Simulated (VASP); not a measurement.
Input:

```xyz
2
Lattice="2.8300 0.0000 0.0000 0.0000 2.8300 0.0000 0.0000 0.0000 2.8300" Properties=species:S:1:pos:R:3 pbc="T T T"
Cr     0.0000     0.0000     0.0000
Cr     1.4150     1.4150     1.4150
```
Starting moments (μB, in the order of the record's atoms Cr Cr): 0.9 -0.9.

Computed with PBE GGA with D3 dispersion (zero damping), VASP's PBE PAW potentials (set 64) (plane waves; VASP). Settings: 520 eV cut-off, Gaussian smearing of 0.050 eV, potentials Cr_pv.

Task: Give the spin-up energies of bands 7 to 15 at the high-symmetry points, in eV from the Fermi level.

Result: 
```json
[
 {"band": "7", "Γ": "-7.88", "X": "-4.04", "M": "-4.53", "R": "-2.58"},
 {"band": "8", "Γ": "-4.38", "X": "-3.84", "M": "-4.42", "R": "-2.58"},
 {"band": "9", "Γ": "-4.38", "X": "-2.08", "M": "-2.47", "R": "-2.58"},
 {"band": "10", "Γ": "-0.90", "X": "-1.50", "M": "-2.47", "R": "-2.03"},
 {"band": "11", "Γ": "-0.90", "X": "-0.73", "M": "1.19", "R": "-2.03"},
 {"band": "12", "Γ": "-0.90", "X": "-0.73", "M": "1.22", "R": "-2.03"},
 {"band": "13", "Γ": "1.28", "X": "0.07", "M": "1.22", "R": "1.33"},
 {"band": "14", "Γ": "1.28", "X": "0.07", "M": "1.27", "R": "1.33"},
 {"band": "15", "Γ": "2.67", "X": "0.34", "M": "1.36", "R": "2.03"}
]
```

Task: Give the spin-down energies of bands 7 to 15 at the high-symmetry points, in eV from the Fermi level.

Result: 
| band | Γ | X | M | R |
|---|---|---|---|---|
| 7 | -7.88 | -4.04 | -4.53 | -2.58 |
| 8 | -4.38 | -3.84 | -4.42 | -2.58 |
| 9 | -4.38 | -2.08 | -2.47 | -2.58 |
| 10 | -0.90 | -1.50 | -2.47 | -2.03 |
| 11 | -0.90 | -0.73 | 1.19 | -2.03 |
| 12 | -0.90 | -0.73 | 1.22 | -2.03 |
| 13 | 1.28 | 0.07 | 1.22 | 1.33 |
| 14 | 1.28 | 0.07 | 1.27 | 1.33 |
| 15 | 2.67 | 0.34 | 1.36 | 2.03 |

It has no gap at this level: it comes out as a metal or semimetal.

The compound is Cr in the bcc, AFM order structure. It was relaxed first, which changed the volume by -5 %.
